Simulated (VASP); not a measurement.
Consider the following.

```
SrO
1.0
    0.00000     2.58000     2.58000
    2.58000     0.00000     2.58000
    2.58000     2.58000     0.00000
Sr O
1 1
Direct
  0.00000   0.00000   0.00000
  0.50000   0.50000   0.50000
```

Method: PBE GGA with D3 dispersion (Becke-Johnson damping), VASP's PBE PAW potentials (set 64) (plane waves; VASP 6.6.1). Run with 520 eV cut-off, Gaussian smearing of 0.050 eV, potentials Sr_sv O.

Problem. Give the energies of bands 6 to 11 at the high-symmetry points, in eV from the valence-band maximum.

Solution. 
| band | Γ | X | U | L | W |
|---|---|---|---|---|---|
| 6 | 0.00 | -0.45 | -0.95 | -2.15 | -1.11 |
| 7 | 0.00 | -0.10 | -0.57 | -1.12 | -0.45 |
| 8 | 0.00 | -0.10 | -0.49 | -1.12 | -0.45 |
| 9 | 3.91 | 3.27 | 4.77 | 6.51 | 5.99 |
| 10 | 6.19 | 7.72 | 7.86 | 8.37 | 5.99 |
| 11 | 6.19 | 10.10 | 8.65 | 8.79 | 8.54 |

The gap is indirect, 3.27 eV, from the valence maximum at Γ to the conduction minimum at X.

The compound is SrO in the rock salt structure. The cell was not relaxed at this level.
